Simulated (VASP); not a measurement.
Output of a VASP run:

**OSZICAR**
```
       N       E                     dE             d eps       ncg     rms          rms(c)
DAV:   1     0.111355786316E+03    0.11136E+03   -0.90854E+03  2880   0.135E+03
DAV:   2    -0.168834211860E+02   -0.12824E+03   -0.12014E+03  3344   0.335E+02
DAV:   3    -0.226924172605E+02   -0.58090E+01   -0.56990E+01  4260   0.639E+01
DAV:   4    -0.229358853605E+02   -0.24347E+00   -0.24334E+00  3760   0.122E+01
DAV:   5    -0.229415424101E+02   -0.56570E-02   -0.56567E-02  4152   0.163E+00    0.209E+01
DAV:   6    -0.196082780234E+02    0.33333E+01   -0.16727E+01  3268   0.284E+01    0.796E+00
DAV:   7    -0.194733584239E+02    0.13492E+00   -0.78494E-01  3412   0.711E+00    0.581E+00
DAV:   8    -0.194655350100E+02    0.78234E-02   -0.14228E-01  3096   0.355E+00    0.140E+00
DAV:   9    -0.194613611935E+02    0.41738E-02   -0.31082E-02  3596   0.119E+00    0.451E-01
DAV:  10    -0.194617039571E+02   -0.34276E-03   -0.20109E-03  3376   0.576E-01    0.343E-01
DAV:  11    -0.194614904679E+02    0.21349E-03   -0.71541E-04  3248   0.212E-01    0.171E-02
DAV:  12    -0.194614887029E+02    0.17651E-05   -0.12770E-05  4192   0.386E-02    0.113E-02
DAV:  13    -0.194614886126E+02    0.90234E-07   -0.43936E-07  3360   0.634E-03
   1 F= -.19461489E+02 E0= -.19461489E+02  d E =0.000000E+00
```

**OUTCAR**
```
------------------------ aborting loop because EDIFF is reached ----------------------------------------
  FORCE on cell =-STRESS in cart. coord.  units (eV):
  Direction    XX          YY          ZZ          XY          YZ          ZX
  --------------------------------------------------------------------------------------
  Total       -0.0108186     -0.0108186     -0.0108186      0.0000000      0.0000000      0.0000000
  in kB       -0.6631545     -0.6631545     -0.6631545      0.0000000      0.0000000      0.0000000
  external PRESSURE =      -0.6631545 kB  Pullay stress =       0.0000000 kB
  volume of cell :       26.14
      direct lattice vectors                 reciprocal lattice vectors
     0.000000000  2.355480272  2.355480272    -0.212270935  0.212270935  0.212270935
     2.355480272  0.000000000  2.355480272     0.212270935 -0.212270935  0.212270935
     2.355480272  2.355480272  0.000000000     0.212270935  0.212270935 -0.212270935
 POSITION                                       TOTAL-FORCE (eV/Angst)
 -----------------------------------------------------------------------------------
      0.00000      0.00000      0.00000        -0.000000     -0.000000     -0.000000
      2.35548      2.35548      2.35548         0.000000      0.000000      0.000000
 -----------------------------------------------------------------------------------
    total drift:                                0.000000      0.000000      0.000000
  FREE ENERGIE OF THE ION-ELECTRON SYSTEM (eV)
  ---------------------------------------------------
  free  energy   TOTEN  =       -19.4614886126 eV

  energy  without entropy=      -19.4614886126  energy(sigma->0) =      -19.46148861

 total charge

# of ion       s       p       d       tot
------------------------------------------
    1        2.174   6.041   1.617   9.832
    2        0.885   1.471   0.000   2.356
--------------------------------------------------
tot          3.059   7.512   1.617  12.188
```
(Selected blocks of OUTCAR.)

POSCAR:
```
ZrC
1
    0.0000000000     2.3554802723     2.3554802723
    2.3554802723     0.0000000000     2.3554802723
    2.3554802723     2.3554802723    -0.0000000000
Zr C
1 1
Direct
  0.0000000000   0.0000000000   0.0000000000
  0.5000000000   0.5000000000   0.5000000000
```

Reconstruct the remaining input files.

This is not unique; one that fits is the input of the run itself, PBE GGA, plane waves, VASP's PBE PAW potentials (set 64).

**INCAR**
```
LCHARG = .True.
ALGO = Normal
EDIFF = 1E-7
NEDOS = 601   # DOS grid
LORBIT = 11
LREAL = .False.   # projection in real space or not
LMAXMIX = 4   # l cut-off of mixed one-centre charges
ISMEAR = -5   # tetrahedra, Bloechl
LWAVE = .False.
PREC = Accurate
NELM = 100   # most electronic steps
LASPH = .True.
ENCUT = 520   # plane-wave cut-off (eV)
ISIF = 2
GGA = PE   # PBE
SYSTEM = ZrC
```

**KPOINTS**
```
Automatic mesh
0
G
  15 15 15
```

POTCAR, in this order: Zr_sv C (PBE.64 set). Program: vasp_std.

For a metal the tetrahedron method with Blöchl corrections gives inexact stress and forces.

The compound is ZrC in the rock salt structure. It was relaxed first.
